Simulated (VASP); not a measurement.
Given:

```yaml
crystal:
  lattice:
    - [0.00000, 3.08550, 3.08550]
    - [3.08550, 0.00000, 3.08550]
    - [3.08550, 3.08550, 0.00000]
  atoms:
    - { symbol: Cd, position: [0.00000, 0.00000, 0.00000] }
    - { symbol: Se, position: [0.25000, 0.25000, 0.25000] }
```

These are PBE GGA, VASP's PBE PAW potentials (set 64) (plane waves; VASP 6.6.1) values and carry that method's errors. Run with 400 eV cut-off, KSPACING 0.25 per Å, Gaussian smearing of 0.050 eV, potentials Cd Se.

Task: Predict the energy per atom (σ→0).

Result: 
```
Property                        Value
---------------------  --------------
energy per atom (σ→0)  -2.748 eV/atom
```

Total energies compare only between runs with the same potentials, cut-off and functional.

The compound is CdSe in the zinc blende structure, whereas wurtzite is the usual form. The cell was not relaxed at this level. The run is one of a series of settings (KGAMMA = .FALSE., KSPACING = 0.25, KPOINTS file removed against the base run), some of them coarse on purpose.
